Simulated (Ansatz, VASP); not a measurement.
# NiMoIrPdW: VASP beside Ansatz

```
Ni Mo Pd Ir W
1.0
     2.76078    0.00000    0.00000
    -1.38039    2.39090    0.00000
     0.00000    0.00000   11.34051
Ni Mo Pd Ir W
1 1 1 1 1
Cartesian
  0.0000 0.0000 8.0423
  1.3804 0.7970 3.3369
  1.3804 0.7970 10.1952
  0.0000 0.0000 1.2025
  1.3804 0.7970 6.0015
```

The cell was built by a generator and needn't be a form met in nature.

Alike in both runs: functional PBE; k mesh 11 × 11 × 3; occupations fermi-dirac, width 0.05 eV; collinear spin, ferromagnetic start.

|  | VASP | Ansatz |
| --- | --- | --- |
| version | VASP 6.6.1 | Ansatz 0.2.0 |
| potentials or method | VASP PAW PBE potentials, release 64 (Ni, Mo_sv, Pd, Ir, W_sv) | Ansatz NC with PseudoDojo standard (PBE files) |
| plane-wave cutoff (eV) | 520 | 1400 |
| valence electrons in the cell | 57 | 81 |
| task | electric field gradients | single point |

```tsv
	VASP	Ansatz	Ansatz less VASP
gap on the k mesh at the Fermi level (eV)	none	none	-
pressure (GPa)	0.2	-0.1	-0.30
rms of the force components (eV/Å)	0.103	0.095	-0.0078
net moment per atom (μB)	0.00	0.00	0.000
```

Atom by atom the forces differ by 0.011 eV/Å (rms over components). A gap of «none» marks a metal or a gap that the smearing closes. The two sets of potentials don't hold the same shells in valence.

Caveats: the starting moments weren't kept (Ansatz). The runs have no spin-orbit coupling, so splittings on Ir, W are missing.
